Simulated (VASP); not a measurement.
# NiSb (Breithauptite) with r2SCAN + rVV10: from relaxation to properties, part 10 of 11

What structure does NiSb (Breithauptite) take at this level, and what are its properties? The start is a cell from a database of measured crystal structures.

VASP 6.6.1, plane waves and PAW; the level of theory is named at each step.

Still holding for the runs below: This run allows spin, but its moments start at zero, where symmetry between the spins tends to hold them, which is where the search above led.

So far. Step 10 (Bands along the symmetry lines (r2SCAN + rVV10)): There is no gap at this level. Step 11 (Total and projected DOS (r2SCAN + rVV10)): The finer mesh and the other smearing move the Fermi level by +0.03 eV from the 7×7×5 run, a small shift, which tests the Fermi level alone. Of the states within 0.3 eV of the Fermi level, the largest shares in the PAW spheres are Ni d 54 %, Sb p 14 % and Ni p 6 %. The relaxed cell has a = 3.916, c = 5.109 Å (conventional setting).

The database entry behind the starting cell differs from later determinations by our own check (c about 0.3 % short), so it need not match the best structure at ambient conditions.

## Step 12: Vibrations at Γ (r2SCAN + rVV10)

Level of this step: r2SCAN with rVV10, zero-moment start; plane waves and PAW (Ni, Sb) (VASP).

Zone-centre modes test whether the atoms sit at a minimum within this cell. IBRION = 6 takes the force constants from differences of forces between displaced cells, so the forces must be tight.

INCAR reads:

```
SYSTEM = NiSb
PREC = Accurate
ENCUT = 400
EDIFF = 1E-08
NELM = 100
ISMEAR = 1
SIGMA = 0.2
LREAL = .FALSE.
ALGO = Normal
METAGGA = R2SCAN
LUSE_VDW = .TRUE.
IVDW_NL = 2
BPARAM = 11.95
CPARAM = 0.0093
LASPH = .TRUE.
NBANDS = 23
ISPIN = 2
MAGMOM = -0 -0 -0 -0
LMAXMIX = 4
LORBIT = 11
LWAVE = .FALSE.
LCHARG = .FALSE.
KPAR = 8
IBRION = 6
NFREE = 2
POTIM = 0.015
ISIF = 2
NSW = 1
```

POSCAR reads:

```
NiSb
1.0
    3.9163346526      0.0000000000      0.0000000000
   -1.9581673263      3.3916452989      0.0000000000
    0.0000000000      0.0000000000      5.1088173777
Ni Sb
2 2
Direct
    0.0000000000      0.0000000000      0.0000000000
    0.0000000000      0.0000000000      0.5000000000
    0.3333333333      0.6666666667      0.2500000000
    0.6666666667      0.3333333333      0.7500000000
```

KPOINTS reads:

```
Automatic mesh
0
Gamma
11 11 8
0 0 0
```

The projector-augmented-wave data sets are Ni and Sb (PBE family, release 64).

Launch:

```
$ mpirun -np 8 vasp_std
```

The log of the run:

```text
[... set-up lines as in an earlier step ...]
 entering main loop
       N       E                     dE             d eps       ncg     rms          rms(c)
Total rVV10 correction in eV:      0.7705156    41.0182314
Total rVV10 correction in eV:      0.7705156    41.0182314
Total rVV10 correction in eV:      0.7705156    41.0182314
Total rVV10 correction in eV:      0.7705156    41.0182314
Total rVV10 correction in eV:      0.7705156    41.0182314
Total rVV10 correction in eV:      0.7705156    41.0182314
Total rVV10 correction in eV:      0.7705156    41.0182314
Total rVV10 correction in eV:      0.7705156    41.0182314
DAV:   1     0.989727094235E+02    0.98973E+02   -0.10741E+04  7376   0.114E+03
DAV:   2    -0.723113637575E+02   -0.17128E+03   -0.16291E+03  7717   0.264E+02
DAV:   3    -0.803109065836E+02   -0.79995E+01   -0.78453E+01  9064   0.719E+01
DAV:   4    -0.804642103324E+02   -0.15330E+00   -0.15318E+00  8187   0.965E+00
DAV:   5    -0.804696644564E+02   -0.54541E-02   -0.54539E-02  9908   0.184E+00    0.131E+01
Total rVV10 correction in eV:      0.7343236    41.0182334
Total rVV10 correction in eV:      0.7343236    41.0182334
Total rVV10 correction in eV:      0.7343236    41.0182334
Total rVV10 correction in eV:      0.7343236    41.0182334
Total rVV10 correction in eV:      0.7343236    41.0182334
Total rVV10 correction in eV:      0.7343236    41.0182334
Total rVV10 correction in eV:      0.7343236    41.0182334
Total rVV10 correction in eV:      0.7343236    41.0182334
DAV:   6    -0.794340254901E+02    0.10356E+01   -0.28230E+01  8186   0.952E+01    0.174E+01
Total rVV10 correction in eV:      0.7493228    41.0182338
Total rVV10 correction in eV:      0.7493228    41.0182338
Total rVV10 correction in eV:      0.7493228    41.0182338
Total rVV10 correction in eV:      0.7493228    41.0182338
Total rVV10 correction in eV:      0.7493228    41.0182338
Total rVV10 correction in eV:      0.7493228    41.0182338
Total rVV10 correction in eV:      0.7493228    41.0182338
Total rVV10 correction in eV:      0.7493228    41.0182338
DAV:   7    -0.755461290008E+02    0.38879E+01   -0.87188E+00  8662   0.605E+01    0.375E+00
Total rVV10 correction in eV:      0.7472470    41.0182335
Total rVV10 correction in eV:      0.7472470    41.0182335
Total rVV10 correction in eV:      0.7472470    41.0182335
Total rVV10 correction in eV:      0.7472470    41.0182335
Total rVV10 correction in eV:      0.7472470    41.0182335
Total rVV10 correction in eV:      0.7472470    41.0182335
Total rVV10 correction in eV:      0.7472470    41.0182335
Total rVV10 correction in eV:      0.7472470    41.0182335
DAV:   8    -0.756695489392E+02   -0.12342E+00   -0.11271E+00 10744   0.125E+01    0.300E+00
Total rVV10 correction in eV:      0.7436119    41.0182335
Total rVV10 correction in eV:      0.7436119    41.0182335
Total rVV10 correction in eV:      0.7436119    41.0182335
Total rVV10 correction in eV:      0.7436119    41.0182335
Total rVV10 correction in eV:      0.7436119    41.0182335
Total rVV10 correction in eV:      0.7436119    41.0182335
Total rVV10 correction in eV:      0.7436119    41.0182335
Total rVV10 correction in eV:      0.7436119    41.0182335
DAV:   9    -0.756087631243E+02    0.60786E-01   -0.18550E-01  8855   0.725E+00    0.567E-01
Total rVV10 correction in eV:      0.7440551    41.0182335
Total rVV10 correction in eV:      0.7440551    41.0182335
Total rVV10 correction in eV:      0.7440551    41.0182335
Total rVV10 correction in eV:      0.7440551    41.0182335
Total rVV10 correction in eV:      0.7440551    41.0182335
Total rVV10 correction in eV:      0.7440551    41.0182335
Total rVV10 correction in eV:      0.7440551    41.0182335
Total rVV10 correction in eV:      0.7440551    41.0182335
DAV:  10    -0.756089247362E+02   -0.16161E-03   -0.98492E-03 11252   0.930E-01    0.291E-01
Total rVV10 correction in eV:      0.7449013    41.0182335
Total rVV10 correction in eV:      0.7449013    41.0182335
Total rVV10 correction in eV:      0.7449013    41.0182335
Total rVV10 correction in eV:      0.7449013    41.0182335
Total rVV10 correction in eV:      0.7449013    41.0182335
Total rVV10 correction in eV:      0.7449013    41.0182335
Total rVV10 correction in eV:      0.7449013    41.0182335
Total rVV10 correction in eV:      0.7449013    41.0182335
DAV:  11    -0.756090664534E+02   -0.14172E-03   -0.12520E-03  9000   0.325E-01    0.105E-01
Total rVV10 correction in eV:      0.7448635    41.0182335
Total rVV10 correction in eV:      0.7448635    41.0182335
Total rVV10 correction in eV:      0.7448635    41.0182335
Total rVV10 correction in eV:      0.7448635    41.0182335
Total rVV10 correction in eV:      0.7448635    41.0182335
Total rVV10 correction in eV:      0.7448635    41.0182335
Total rVV10 correction in eV:      0.7448635    41.0182335
Total rVV10 correction in eV:      0.7448635    41.0182335
DAV:  12    -0.756090534486E+02    0.13005E-04   -0.41294E-04  9210   0.341E-01    0.528E-02
Total rVV10 correction in eV:      0.7448596    41.0182335
Total rVV10 correction in eV:      0.7448596    41.0182335
Total rVV10 correction in eV:      0.7448596    41.0182335
Total rVV10 correction in eV:      0.7448596    41.0182335
Total rVV10 correction in eV:      0.7448596    41.0182335
Total rVV10 correction in eV:      0.7448596    41.0182335
Total rVV10 correction in eV:      0.7448596    41.0182335
Total rVV10 correction in eV:      0.7448596    41.0182335
DAV:  13    -0.756090390088E+02    0.14440E-04   -0.40934E-05  8519   0.764E-02    0.266E-02
Total rVV10 correction in eV:      0.7448601    41.0182335
Total rVV10 correction in eV:      0.7448601    41.0182335
Total rVV10 correction in eV:      0.7448601    41.0182335
Total rVV10 correction in eV:      0.7448601    41.0182335
Total rVV10 correction in eV:      0.7448601    41.0182335
Total rVV10 correction in eV:      0.7448601    41.0182335
Total rVV10 correction in eV:      0.7448601    41.0182335
Total rVV10 correction in eV:      0.7448601    41.0182335
DAV:  14    -0.756090300496E+02    0.89592E-05   -0.69209E-06 10590   0.411E-02    0.994E-03
Total rVV10 correction in eV:      0.7448731    41.0182335
Total rVV10 correction in eV:      0.7448731    41.0182335
Total rVV10 correction in eV:      0.7448731    41.0182335
Total rVV10 correction in eV:      0.7448731    41.0182335
Total rVV10 correction in eV:      0.7448731    41.0182335
Total rVV10 correction in eV:      0.7448731    41.0182335
Total rVV10 correction in eV:      0.7448731    41.0182335
Total rVV10 correction in eV:      0.7448731    41.0182335
DAV:  15    -0.756090294229E+02    0.62667E-06   -0.16419E-06 11122   0.145E-02    0.566E-03
[...]
Total rVV10 correction in eV:      0.7448862    41.0182324
Total rVV10 correction in eV:      0.7448862    41.0182324
Total rVV10 correction in eV:      0.7448862    41.0182324
Total rVV10 correction in eV:      0.7448862    41.0182324
Total rVV10 correction in eV:      0.7448862    41.0182324
Total rVV10 correction in eV:      0.7448862    41.0182324
Total rVV10 correction in eV:      0.7448862    41.0182324
Total rVV10 correction in eV:      0.7448862    41.0182324
   2 F= -.75608399E+02 E0= -.75609786E+02  d E =0.416094E-02  mag=    -0.0000
[...]
3 F= -.75608399E+02 E0= -.75609786E+02  d E =0.416093E-02  mag=    -0.0000
[...]
4 F= -.75607991E+02 E0= -.75609376E+02  d E =0.415629E-02  mag=    -0.0000
[...]
5 F= -.75607991E+02 E0= -.75609376E+02  d E =0.415630E-02  mag=    -0.0000
[...]
6 F= -.75608129E+02 E0= -.75609516E+02  d E =0.416250E-02  mag=     0.0000
[...]
7 F= -.75608130E+02 E0= -.75609518E+02  d E =0.416249E-02  mag=     0.0000
[...]
8 F= -.75608242E+02 E0= -.75609624E+02  d E =0.414574E-02  mag=    -0.0000
 Finite differences progress:
  Degree of freedom:   4/  4
  Displacement:        1/  2
  Total:               7/  8
 bond charge predicted
       N       E                     dE             d eps       ncg     rms          rms(c)
Total rVV10 correction in eV:      0.7448995    41.0182335
Total rVV10 correction in eV:      0.7448995    41.0182335
Total rVV10 correction in eV:      0.7448995    41.0182335
Total rVV10 correction in eV:      0.7448995    41.0182335
Total rVV10 correction in eV:      0.7448995    41.0182335
Total rVV10 correction in eV:      0.7448995    41.0182335
Total rVV10 correction in eV:      0.7448995    41.0182335
Total rVV10 correction in eV:      0.7448995    41.0182335
DAV:   1    -0.756066927685E+02    0.15496E-02   -0.17182E-01 10246   0.255E+00    0.121E-01
Total rVV10 correction in eV:      0.7448925    41.0182335
Total rVV10 correction in eV:      0.7448925    41.0182335
Total rVV10 correction in eV:      0.7448925    41.0182335
Total rVV10 correction in eV:      0.7448925    41.0182335
Total rVV10 correction in eV:      0.7448925    41.0182335
Total rVV10 correction in eV:      0.7448925    41.0182335
Total rVV10 correction in eV:      0.7448925    41.0182335
Total rVV10 correction in eV:      0.7448925    41.0182335
DAV:   2    -0.756081897752E+02   -0.14970E-02   -0.87365E-03 11954   0.729E-01    0.807E-02
Total rVV10 correction in eV:      0.7448878    41.0182335
Total rVV10 correction in eV:      0.7448878    41.0182335
Total rVV10 correction in eV:      0.7448878    41.0182335
Total rVV10 correction in eV:      0.7448878    41.0182335
Total rVV10 correction in eV:      0.7448878    41.0182335
Total rVV10 correction in eV:      0.7448878    41.0182335
Total rVV10 correction in eV:      0.7448878    41.0182335
Total rVV10 correction in eV:      0.7448878    41.0182335
DAV:   3    -0.756082878235E+02   -0.98048E-04   -0.78243E-04 14130   0.729E-01    0.112E-01
Total rVV10 correction in eV:      0.7448874    41.0182335
Total rVV10 correction in eV:      0.7448874    41.0182335
Total rVV10 correction in eV:      0.7448874    41.0182335
Total rVV10 correction in eV:      0.7448874    41.0182335
Total rVV10 correction in eV:      0.7448874    41.0182335
Total rVV10 correction in eV:      0.7448874    41.0182335
Total rVV10 correction in eV:      0.7448874    41.0182335
Total rVV10 correction in eV:      0.7448874    41.0182335
DAV:   4    -0.756082356975E+02    0.52126E-04   -0.45455E-04 12534   0.581E-01    0.219E-02
Total rVV10 correction in eV:      0.7448975    41.0182335
Total rVV10 correction in eV:      0.7448975    41.0182335
Total rVV10 correction in eV:      0.7448975    41.0182335
Total rVV10 correction in eV:      0.7448975    41.0182335
Total rVV10 correction in eV:      0.7448975    41.0182335
Total rVV10 correction in eV:      0.7448975    41.0182335
Total rVV10 correction in eV:      0.7448975    41.0182335
Total rVV10 correction in eV:      0.7448975    41.0182335
DAV:   5    -0.756082424250E+02   -0.67275E-05   -0.34604E-05 15118   0.755E-02    0.884E-03
Total rVV10 correction in eV:      0.7448896    41.0182335
Total rVV10 correction in eV:      0.7448896    41.0182335
Total rVV10 correction in eV:      0.7448896    41.0182335
Total rVV10 correction in eV:      0.7448896    41.0182335
Total rVV10 correction in eV:      0.7448896    41.0182335
Total rVV10 correction in eV:      0.7448896    41.0182335
Total rVV10 correction in eV:      0.7448896    41.0182335
Total rVV10 correction in eV:      0.7448896    41.0182335
DAV:   6    -0.756082422206E+02    0.20440E-06   -0.35580E-06 12863   0.272E-02    0.483E-03
Total rVV10 correction in eV:      0.7448907    41.0182335
Total rVV10 correction in eV:      0.7448907    41.0182335
Total rVV10 correction in eV:      0.7448907    41.0182335
Total rVV10 correction in eV:      0.7448907    41.0182335
Total rVV10 correction in eV:      0.7448907    41.0182335
Total rVV10 correction in eV:      0.7448907    41.0182335
Total rVV10 correction in eV:      0.7448907    41.0182335
Total rVV10 correction in eV:      0.7448907    41.0182335
DAV:   7    -0.756082422356E+02   -0.15010E-07   -0.13070E-06 15068   0.204E-02    0.181E-03
Total rVV10 correction in eV:      0.7448905    41.0182335
Total rVV10 correction in eV:      0.7448905    41.0182335
Total rVV10 correction in eV:      0.7448905    41.0182335
Total rVV10 correction in eV:      0.7448905    41.0182335
Total rVV10 correction in eV:      0.7448905    41.0182335
Total rVV10 correction in eV:      0.7448905    41.0182335
Total rVV10 correction in eV:      0.7448905    41.0182335
Total rVV10 correction in eV:      0.7448905    41.0182335
DAV:   8    -0.756082422308E+02    0.48458E-08   -0.26963E-07 14412   0.113E-02    0.675E-04
Total rVV10 correction in eV:      0.7448901    41.0182335
Total rVV10 correction in eV:      0.7448901    41.0182335
Total rVV10 correction in eV:      0.7448901    41.0182335
Total rVV10 correction in eV:      0.7448901    41.0182335
Total rVV10 correction in eV:      0.7448901    41.0182335
Total rVV10 correction in eV:      0.7448901    41.0182335
Total rVV10 correction in eV:      0.7448901    41.0182335
Total rVV10 correction in eV:      0.7448901    41.0182335
DAV:   9    -0.756082422156E+02    0.15225E-07   -0.19013E-08  8608   0.165E-03    0.276E-04
Total rVV10 correction in eV:      0.7448900    41.0182335
Total rVV10 correction in eV:      0.7448900    41.0182335
Total rVV10 correction in eV:      0.7448900    41.0182335
Total rVV10 correction in eV:      0.7448900    41.0182335
Total rVV10 correction in eV:      0.7448900    41.0182335
Total rVV10 correction in eV:      0.7448900    41.0182335
Total rVV10 correction in eV:      0.7448900    41.0182335
Total rVV10 correction in eV:      0.7448900    41.0182335
DAV:  10    -0.756082422114E+02    0.41264E-08   -0.51268E-09  6320   0.693E-04
Total rVV10 correction in eV:      0.7448902    41.0182335
Total rVV10 correction in eV:      0.7448902    41.0182335
Total rVV10 correction in eV:      0.7448902    41.0182335
Total rVV10 correction in eV:      0.7448902    41.0182335
Total rVV10 correction in eV:      0.7448902    41.0182335
Total rVV10 correction in eV:      0.7448902    41.0182335
Total rVV10 correction in eV:      0.7448902    41.0182335
Total rVV10 correction in eV:      0.7448902    41.0182335
Total rVV10 correction in eV:      0.7448901    41.0182335
Total rVV10 correction in eV:      0.7448901    41.0182335
Total rVV10 correction in eV:      0.7448901    41.0182335
Total rVV10 correction in eV:      0.7448901    41.0182335
Total rVV10 correction in eV:      0.7448901    41.0182335
Total rVV10 correction in eV:      0.7448901    41.0182335
Total rVV10 correction in eV:      0.7448901    41.0182335
Total rVV10 correction in eV:      0.7448901    41.0182335
   9 F= -.75608242E+02 E0= -.75609624E+02  d E =0.414574E-02  mag=     0.0000
 Finite differences progress:
  Degree of freedom:   4/  4
  Displacement:        2/  2
  Total:               8/  8
```

Elapsed: 31 min, on 8 MPI ranks of Intel Xeon Platinum 8488C (Sapphire Rapids), shared host; peak memory 7.4 GiB; 3.3 h of CPU time.

(Part 10 of 11 ends here.)

[Lines on the potential files, build, host, timing and source positions are cut from VASP's logs without a mark.]

[Logs are printed without paths, hosts, clocks, repeated set-up lines and the standing remarks that a program may print on its own settings, such as how far it seeks lower states.]

[Hosts, paths, dates, database ids (printed as entryN), source tags and the programs' standing remarks are cut or masked in the printed files.]

[A measured line is paired with the nearest computed mode of its activity, which favours agreement.]

[In band tables of VASP the shares of atoms and orbitals are scaled to a sum of 1 inside the atoms' spheres.]
